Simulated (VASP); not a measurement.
Wanted: the native input for a VASP 6.6.1 run.

- Task: relaxation of cell and atoms
- Functional: PBE
- Potentials or basis: VASP PAW PBE potentials, release 64 (Si)
- Cutoff: 600 eV
- k mesh: 10 × 10 × 10
- Occupations: gaussian, width 0.03 eV
- Spin: no spin polarisation
- Further INCAR settings: ALGO = Normal; EDIFF = 1e-06; IBRION = 2; EDIFFG = -0.01; NSW = 90; ISIF = 3

The structure of Si lies in POSCAR:

```
Si
1.0
    0.0000000000      2.7135600000      2.7135600000
    2.7135600000      0.0000000000      2.7135600000
    2.7135600000      2.7135600000      0.0000000000
Si
2
Direct
    0.7500000000      0.7500000000      0.7500000000
    0.5000000000      0.5000000000      0.5000000000
```

The input as run:

INCAR

```
SYSTEM = Si
PREC     = Accurate       ! precision mode
ENCUT    = 600            ! plane-wave cutoff, eV
EDIFF    = 1E-6           ! SCF threshold, eV
ISMEAR   = 0              ! smearing method
SIGMA    = 0.03           ! smearing width, eV
LREAL    = .FALSE.        ! projectors in reciprocal space
LASPH    = .TRUE.         ! aspherical terms in the spheres
NELM     = 80             ! most SCF steps
ALGO     = Normal         ! electronic algorithm
ISIF     = 3              ! what is computed and relaxed
LWAVE    = .FALSE.        ! write WAVECAR
LCHARG   = .FALSE.        ! write CHGCAR
GGA      = PE             ! functional
IBRION   = 2              ! ionic algorithm
NSW      = 90             ! ionic steps
EDIFFG   = -0.01          ! ionic threshold
```

KPOINTS

```
regular mesh
0
G
  10 10 10
  0 0 0
```

Potentials or basis: VASP PAW PBE potentials, release 64 (Si).

Launch:

```console
$ cat potpaw_PBE.64/Si/POTCAR > POTCAR
$ mpirun -np 1 vasp_std > vasp.out
```

Results of the run:

```
Relaxed volume                         : 20.44 Å³/atom
Relaxed cell                           : a = 3.867 Å, b = 3.867 Å, c = 3.867 Å, α = 60.00°, β = 60.00°, γ = 60.00°
Space group after relaxing (to 0.05 Å) : Fd-3m (No. 227)
Energy gained by relaxing              : 3.0 meV/atom
Ionic steps                            : 3
Pressure after relaxing                : 0.0 GPa
Band gap on the k mesh                 : 0.62 eV, indirect (least direct gap 2.56 eV)
```

Wall time 32 s on 1 thread of Intel(R) Xeon(R) Platinum 8488C (Sapphire Rapids) (shared host), peak memory 0.17 GiB.
